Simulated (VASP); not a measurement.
GdN: band structure with HSE06

Crystal: GdN.

```
CELL_PARAMETERS angstrom
0.00000 2.49950 2.49950
2.49950 0.00000 2.49950
2.49950 2.49950 0.00000
ATOMIC_POSITIONS crystal
Gd 0.00000 0.00000 0.00000
N 0.50000 0.50000 0.50000
```

```
Program                            : VASP 6.6.1
Task                               : band structure
Functional                         : HSE06
Potentials or basis                : VASP PAW PBE potentials, release 64 (Gd, N)
Cutoff                             : 520 eV
k mesh                             : 6 × 6 × 6
Occupations                        : gaussian, width 0.02 eV
Spin                               : collinear spin, ferromagnetic start
Starting moments                   : [7.0, 0.0] μB
Grid for exact exchange (PRECFOCK) : Fast
Screening parameter                : 0.2 1/A
Further INCAR settings             : ALGO = Normal; EDIFF = 1e-06
```

- Pressure: -1.9 GPa
- Band gap on the k mesh: 0.10 eV, indirect (least direct gap 0.59 eV)
- Band gap along the path: 0.10 eV, indirect (least direct gap 0.59 eV)
- Net moment: 7.00 μB per cell
- Site moments: Gd +6.88; N -0.10 μB
- Valence electrons inside the program's atomic spheres: Gd 15.19; N 3.65

Levels at the corners of the path, in eV from the valence-band top:
Spin up:
```tsv
point	band 12	band 13	band 14	band 15	band 16	band 17	band 18	band 19
Γ	-6.00	0.00	0.00	0.00	3.30	3.30	3.30	4.09
X	-6.05	-1.88	-0.49	-0.49	0.10	7.40	7.57	8.69
X	-6.05	-1.88	-0.49	-0.49	0.10	7.40	7.57	8.69
W	-6.01	-2.65	-1.96	-1.96	4.41	4.41	7.79	8.71
W	-6.01	-2.65	-1.96	-1.96	4.41	4.41	7.79	8.71
K	-6.04	-2.69	-2.01	-1.70	2.70	6.88	7.70	8.27
K	-6.04	-2.69	-2.01	-1.70	2.70	6.88	7.70	8.27
Γ	-6.00	0.00	0.00	0.00	3.30	3.30	3.30	4.09
Γ	-6.00	0.00	0.00	0.00	3.30	3.30	3.30	4.09
L	-5.98	-4.95	-2.97	-2.97	6.24	6.95	6.95	7.39
L	-5.98	-4.95	-2.97	-2.97	6.24	6.95	6.95	7.39
U	-6.04	-2.69	-2.01	-1.70	2.70	6.88	7.70	8.26
U	-6.04	-2.69	-2.01	-1.70	2.70	6.88	7.70	8.27
W	-6.01	-2.65	-1.96	-1.96	4.41	4.41	7.79	8.74
W	-6.01	-2.65	-1.96	-1.96	4.41	4.41	7.79	8.72
L	-5.98	-4.95	-2.97	-2.97	6.24	6.95	6.95	7.39
L	-5.98	-4.95	-2.97	-2.97	6.24	6.95	6.95	7.39
K	-6.04	-2.69	-2.01	-1.70	2.70	6.88	7.70	8.27
U	-6.04	-2.69	-2.01	-1.70	2.70	6.88	7.70	8.27
X	-6.05	-1.88	-0.49	-0.49	0.10	7.40	7.60	8.69
```
Spin down:
| point | band 6 | band 7 | band 8 | band 9 | band 10 | band 11 |
| --- | --- | --- | --- | --- | --- | --- |
| Γ | -0.91 | -0.91 | -0.91 | 4.20 | 4.20 | 4.20 |
| X | -1.59 | -0.99 | -0.99 | 0.86 | 5.82 | 5.83 |
| X | -1.59 | -0.99 | -0.99 | 0.86 | 5.82 | 5.83 |
| W | -2.88 | -1.74 | -1.74 | 4.27 | 4.27 | 5.90 |
| W | -2.88 | -1.74 | -1.74 | 4.27 | 4.27 | 5.90 |
| K | -2.65 | -1.90 | -1.74 | 2.93 | 5.54 | 5.73 |
| K | -2.65 | -1.90 | -1.74 | 2.93 | 5.54 | 5.73 |
| Γ | -0.91 | -0.91 | -0.91 | 4.20 | 4.20 | 4.20 |
| Γ | -0.91 | -0.91 | -0.91 | 4.20 | 4.20 | 4.20 |
| L | -4.72 | -2.92 | -2.92 | 5.20 | 5.69 | 5.69 |
| L | -4.72 | -2.92 | -2.92 | 5.20 | 5.69 | 5.69 |
| U | -2.65 | -1.90 | -1.74 | 2.93 | 5.54 | 5.73 |
| U | -2.65 | -1.90 | -1.74 | 2.93 | 5.54 | 5.73 |
| W | -2.88 | -1.74 | -1.74 | 4.27 | 4.27 | 5.90 |
| W | -2.88 | -1.74 | -1.74 | 4.27 | 4.27 | 5.90 |
| L | -4.72 | -2.92 | -2.92 | 5.20 | 5.69 | 5.69 |
| L | -4.72 | -2.92 | -2.92 | 5.20 | 5.69 | 5.69 |
| K | -2.65 | -1.90 | -1.74 | 2.93 | 5.54 | 5.73 |
| U | -2.65 | -1.90 | -1.74 | 2.93 | 5.54 | 5.73 |
| X | -1.59 | -0.99 | -0.99 | 0.86 | 5.82 | 5.83 |

Run time: 2.6 h on 1 thread of Intel(R) Xeon(R) 6975P-C (Granite Rapids), on a shared host, peak memory 0.37 GiB.

Caveat: the PAW data sets were made with another functional, which shifts forces and pressure a little; spin-orbit coupling is left out, which moves the levels of the heavy elements; a cell with one magnetic atom can't hold antiferromagnetic order, which such compounds often take. The state reached can hang on the start; a lower one may exist.
